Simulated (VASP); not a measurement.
## Be3CdTe4: relaxation of cell and atoms with PBE

Crystal: Be3CdTe4.

```
Be Cd Te
1.0
    -3.99925    3.99925    3.30798
     3.99925   -3.99925    3.30798
     3.99925    3.99925   -3.30798
Be Cd Te
3 1 4
Cartesian
  0.0000 3.9992 1.6540
  3.9992 0.0000 1.6540
  0.0000 0.0000 3.3080
  0.0000 0.0000 0.0000
  2.1908 0.0000 3.3080
  1.8085 3.9992 0.0000
  0.0000 2.1908 3.3080
  3.9992 1.8085 0.0000
```

The cell was built by a generator and needn't be a form met in nature.

```json
{
  "Program": "VASP 6.6.1",
  "Task": "relaxation of cell and atoms",
  "Functional": "PBE",
  "Potentials or basis": "VASP PAW PBE potentials, release 64 (Be, Cd, Te)",
  "Cutoff": "520 eV",
  "k mesh": "3 × 3 × 3",
  "Occupations": "gaussian, width 0.15 eV",
  "Spin": "no spin polarisation",
  "Further INCAR settings": "PREC = Normal; ALGO = Fast; EDIFF = 0.0001; IBRION = 2; EDIFFG = -0.08; NSW = 24; ISIF = 3"
}
```

* Relaxed volume: 30.76 Å³/atom
* Relaxed cell: a = 6.898 Å, b = 6.898 Å, c = 6.898 Å, α = 104.42°, β = 104.42°, γ = 120.12°
* Space group after relaxing (to 0.05 Å): I4/mmm (No. 139)
* Energy gained by relaxing: 231.9 meV/atom
* Ionic steps: 10
* Pressure after relaxing: -0.1 GPa
* Largest force after relaxing: 0.054 eV/Å
* Band gap on the k mesh: none (metal or under the smearing width)

Forces in eV/Å, atoms in the order of the input:
```
Be   0.000  0.000  0.000
Be   0.000  0.000  0.000
Be   0.000  0.000  0.000
Cd   0.000  0.000  0.000
Te  -0.054  0.000  0.000
Te   0.054  0.000  0.000
Te   0.000 -0.054  0.000
Te   0.000  0.054  0.000
```

Stress tensor (GPa, compression positive):
```
-0.25  0.00  0.00
 0.00 -0.25  0.00
 0.00  0.00  0.10
```

The path:
| step | energy change (eV) | largest force (eV/Å) | pressure (GPa) | volume (Å³) |
| --- | --- | --- | --- | --- |
| 1 | 0.0000 | 3.6293 | 7.78 | 211.63 |
| 2 | -1.7461 | 0.2530 | -1.16 | 252.87 |
| 3 | -1.8189 | 0.1641 | -0.24 | 243.85 |
| 4 | -1.8183 | 0.2020 | -0.17 | 243.18 |
| 5 | -1.8266 | 0.1283 | 0.15 | 241.81 |
| 6 | -1.8308 | 0.0395 | 0.45 | 240.14 |
| 7 | -1.8373 | 0.0238 | 0.29 | 241.04 |
| 8 | -1.8510 | 0.0216 | 0.08 | 243.72 |
| 9 | -1.8498 | 0.1052 | -0.42 | 248.97 |
| 10 | -1.8554 | 0.0543 | -0.13 | 246.05 |

Final structure:
```
Be Cd Te
1.0
    -4.22685    4.22685    3.44298
     4.22685   -4.22685    3.44298
     4.22685    4.22685   -3.44298
Be Cd Te
3 1 4
Direct
  0.75000 0.25000 0.50000
  0.25000 0.75000 0.50000
  0.50000 0.50000 0.00000
  0.00000 0.00000 0.00000
  0.50000 0.79778 0.29778
  0.50000 0.20222 0.70222
  0.79778 0.50000 0.29778
  0.20222 0.50000 0.70222
```

Levels at points of the mesh, in eV from the Fermi level:
```csv
k point,band 19,band 20,band 21,band 22,band 23,band 24
"(0.00, 0.00, 0.00)",-1.41,-0.84,-0.84,1.03,1.27,1.72
```

It took 61 s on 4 MPI ranks on Intel(R) Xeon(R) Platinum 8259CL CPU @ 2.50GHz (Skylake/Cascade Lake) (shared host), peak memory 0.16 GiB a rank.

Caveat: the k mesh is coarse (spacing up to 0.41 Å⁻¹), so the values aren't converged; the volume moved by over 15 % at a fixed basis, so the end points are rough; the relaxation stopped at a loose force limit of 0.08 eV/Å, so its end isn't a converged minimum. The run has no spin-orbit coupling, so splittings on Te are missing.
